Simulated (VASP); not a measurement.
These are r2SCAN meta-GGA, VASP's PBE PAW potentials (set 64) (plane waves; VASP 6.6.1) values and carry that method's errors.

The input files of a VASP run:

File POSCAR:
```
VSi
1
    2.7707493037     0.0000000000    -0.0000000000
   -1.3853746518     2.3995393988     0.0000000000
    0.0000000000     0.0000000000     7.7747641631
V Si
2 2
Direct
  0.0000000000   0.0000000000   0.0000000000
  0.0000000000   1.0000000000   0.5000000000
  0.3333330000   0.6666670000   0.2500000000
  0.6666670000   0.3333330000   0.7500000000
```

INCAR:
```
SYSTEM=VSi
PREC=Accurate; ENCUT=400; LREAL=.FALSE.
LASPH=.TRUE.
EDIFF=1E-7; NELM=100; ALGO=Normal
LMAXMIX=4; LMIXTAU=.TRUE.
ISMEAR=-5
METAGGA=R2SCAN
ISIF=2
LWAVE=.FALSE.; LCHARG=.FALSE.; LORBIT=11
NEDOS=601
LEFG=.TRUE.
```

**KPOINTS**
```
Automatic
0
gamma
  14 14 5
0 0 0
```

### KPOINTS_OPT
```
k-points along high-symmetry lines
6
Line-mode
Reciprocal
  0.000000   0.000000   0.000000 ! GAMMA
  0.500000   0.000000   0.000000 ! M

  0.500000   0.000000   0.000000 ! M
  0.333333   0.333333   0.000000 ! K

  0.333333   0.333333   0.000000 ! K
  0.000000   0.000000   0.000000 ! GAMMA

  0.000000   0.000000   0.000000 ! GAMMA
  0.000000   0.000000   0.500000 ! A

  0.000000   0.000000   0.500000 ! A
  0.500000   0.000000   0.500000 ! L

  0.500000   0.000000   0.500000 ! L
  0.333333   0.333333   0.500000 ! H

  0.333333   0.333333   0.500000 ! H
  0.000000   0.000000   0.500000 ! A

  0.500000   0.000000   0.500000 ! L
  0.500000   0.000000   0.000000 ! M

  0.333333   0.333333   0.500000 ! H
  0.333333   0.333333   0.000000 ! K
```

POTCAR, in this order: V_sv Si (PBE.64 set). Program: vasp_std.

Output

**OUTCAR**
```
 ion  position               nearest neighbor table
   1  0.000  0.000  0.000-   3 2.52   4 2.52   4 2.52   3 2.52   4 2.52   3 2.52
   2  0.000  0.000  0.500-   3 2.52   4 2.52   4 2.52   3 2.52   4 2.52   3 2.52
   3  0.333  0.667  0.250-   1 2.52   2 2.52   1 2.52   2 2.52   1 2.52   2 2.52
   4  0.667  0.333  0.750-   1 2.52   2 2.52   1 2.52   2 2.52   1 2.52   2 2.52
  LATTYP: Found a hexagonal cell.
 ALAT       =     2.7707493037
 C/A-ratio  =     2.8060150201
 Subroutine PRICEL returns:
 Original cell was already a primitive cell.
 Subroutine GETGRP returns: Found 24 space group operations
The static configuration has the point symmetry D_3d.
 The point group associated with its full space group is D_6h.
The dynamic configuration has the point symmetry D_3d.
 Subroutine INISYM returns: Found 24 space group operations
 Subroutine IBZKPT returns following result:
 Found     72 irreducible k-points:

 Following reciprocal coordinates:
            Coordinates               Weight
  0.000000  0.000000  0.000000      1.000000
  0.071429  0.000000  0.000000      6.000000
  0.142857  0.000000  0.000000      6.000000
  0.214286 -0.000000  0.000000      6.000000
  0.285714  0.000000  0.000000      6.000000
...
```

**OSZICAR**
```
       N       E                     dE             d eps       ncg     rms          rms(c)
DAV:   1     0.297183653641E+03    0.29718E+03   -0.16695E+04  3200   0.145E+03
DAV:   2    -0.397315472817E+02   -0.33692E+03   -0.33101E+03  3096   0.483E+02
DAV:   3    -0.578261556979E+02   -0.18095E+02   -0.17255E+02  4039   0.104E+02
DAV:   4    -0.582393684538E+02   -0.41321E+00   -0.40831E+00  3755   0.148E+01
DAV:   5    -0.582465165910E+02   -0.71481E-02   -0.70401E-02  3649   0.205E+00    0.362E+01
DAV:   6    -0.507859027625E+02    0.74606E+01   -0.58970E+01  3753   0.740E+01    0.856E+00
DAV:   7    -0.479180502454E+02    0.28679E+01   -0.13262E+01  3624   0.306E+01    0.671E+00
DAV:   8    -0.469661603015E+02    0.95189E+00   -0.14835E+00  3576   0.941E+00    0.149E+00
DAV:   9    -0.471520139805E+02   -0.18585E+00   -0.15930E-01  3490   0.362E+00    0.609E-01
DAV:  10    -0.471144500673E+02    0.37564E-01   -0.60874E-02  3314   0.256E+00    0.172E-01
DAV:  11    -0.471204172671E+02   -0.59672E-02   -0.23862E-02  3304   0.141E+00    0.124E-01
DAV:  12    -0.471243428595E+02   -0.39256E-02   -0.30648E-03  3429   0.490E-01    0.643E-02
DAV:  13    -0.471245598175E+02   -0.21696E-03   -0.80828E-04  3486   0.283E-01    0.183E-02
DAV:  14    -0.471254481619E+02   -0.88834E-03   -0.24424E-04  3445   0.129E-01    0.122E-02
DAV:  15    -0.471255427609E+02   -0.94599E-04   -0.42059E-05  3430   0.633E-02    0.114E-02
DAV:  16    -0.471255410380E+02    0.17229E-05   -0.26642E-05  3339   0.477E-02    0.345E-03
DAV:  17    -0.471254591265E+02    0.81912E-04   -0.21333E-06  3654   0.132E-02    0.870E-04
DAV:  18    -0.471255106741E+02   -0.51548E-04   -0.42855E-07  2819   0.639E-03    0.644E-04
DAV:  19    -0.471254803924E+02    0.30282E-04   -0.12692E-07  2095   0.383E-03    0.427E-04
DAV:  20    -0.471254865043E+02   -0.61119E-05   -0.23833E-08  2022   0.161E-03    0.129E-04
DAV:  21    -0.471254848310E+02    0.16734E-05   -0.44364E-09  1992   0.574E-04    0.453E-05
DAV:  22    -0.471254849198E+02   -0.88849E-07   -0.71032E-10  1957   0.224E-04
   1 F= -.47125485E+02 E0= -.47125485E+02  d E =0.000000E+00
       N       E                     dE             ncg
```

OUTCAR:
```
------------------------ aborting loop because EDIFF is reached ----------------------------------------
  FORCE on cell =-STRESS in cart. coord.  units (eV):
  Direction    XX          YY          ZZ          XY          YZ          ZX
  --------------------------------------------------------------------------------------
  Total        0.2152351      0.2152351     -0.3595720      0.0000000     -0.0000000     -0.0000000
  in kB        6.6713140      6.6713146    -11.1451022      0.0000000     -0.0000000     -0.0000000
  external PRESSURE =       0.7325088 kB  Pullay stress =       0.0000000 kB
  volume of cell :       51.69
      direct lattice vectors                 reciprocal lattice vectors
     2.770749304  0.000000000  0.000000000     0.360913201  0.208373324  0.000000000
    -1.385374652  2.399539399  0.000000000     0.000000000  0.416746648  0.000000000
     0.000000000  0.000000000  7.774764163     0.000000000  0.000000000  0.128621265
 POSITION                                       TOTAL-FORCE (eV/Angst)
 -----------------------------------------------------------------------------------
      0.00000      0.00000      0.00000         0.000000      0.000000      0.000000
      0.00000      0.00000      3.88738         0.000000      0.000000      0.000000
     -0.00000      1.59969      1.94369         0.000000     -0.000000      0.000000
      1.38538      0.79985      5.83107        -0.000000      0.000000     -0.000000
 -----------------------------------------------------------------------------------
    total drift:                                0.000000     -0.000000      0.000000
  FREE ENERGIE OF THE ION-ELECTRON SYSTEM (eV)
  ---------------------------------------------------
  free  energy   TOTEN  =       -47.1254849198 eV

  energy  without entropy=      -47.1254849198  energy(sigma->0) =      -47.12548492

 total charge

# of ion       s       p       d       tot
------------------------------------------
    1        2.267   6.253   3.126  11.647
    2        2.267   6.253   3.126  11.647
    3        0.764   0.899   0.000   1.663
    4        0.764   0.899   0.000   1.663
--------------------------------------------------
tot          6.062  14.304   6.253  26.619
```
(Selected blocks of OUTCAR.)

For a metal the tetrahedron method with Blöchl corrections gives inexact stress and forces.

The structure was generated: VSi was put into the NiAs type type (P6_3/mmc), which need not be its known phase. It was relaxed first, which changed the volume by -42 %. The run is not spin-polarised, so no magnetic state was tried.
